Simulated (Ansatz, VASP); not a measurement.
**One calculation of NbTe, two programs**

```
Te Nb
1.0
     3.70297    0.00000    0.00000
    -1.85149    3.20687    0.00000
     0.00000    0.00000    3.69421
Te Nb
1 1
Direct
  0.66667 0.33333 0.00000
  0.00000 0.00000 0.50000
```

The cell comes from a database or a generator and needn't be the stable form of this composition.

Alike in both runs: task single point; functional HSE(alpha, omega); k mesh 4 × 4 × 4; occupations fermi-dirac, width 0.05 eV; no spin polarisation.

|  | VASP | Ansatz |
| --- | --- | --- |
| version | VASP 6.6.1 | Ansatz 0.2.0 |
| potentials or method | VASP PAW PBE potentials, release 64 (Te, Nb_sv) | Ansatz PAW |
| plane-wave cutoff (eV) | 520 | 420 |
| valence electrons in the cell | 19 | 29 |

|  | VASP | Ansatz | Ansatz less VASP |
| --- | --- | --- | --- |
| gap on the k mesh at the Fermi level (eV) | none | none | - |
| pressure (GPa) | -4.3 | -3.9 | +0.46 |
| largest component of the traceless stress (GPa) | 2.18 | 2.08 | -0.095 |

A gap of «none» marks a metal or a gap that the smearing closes. The two sets of potentials don't hold the same shells in valence.

Caveats: the k mesh is coarse (spacing up to 0.49 Å⁻¹), so the values aren't converged, least of all with exact exchange; the PAW data sets were made with another functional, which shifts forces and pressure a little (VASP); the PAW data sets come from PBE, with cores solved anew for the run's functional, which leaves a small shift of forces and pressure (Ansatz); the thresholds are loose for stress (Ansatz). Spin-orbit coupling is left out, which matters for the levels of Te.
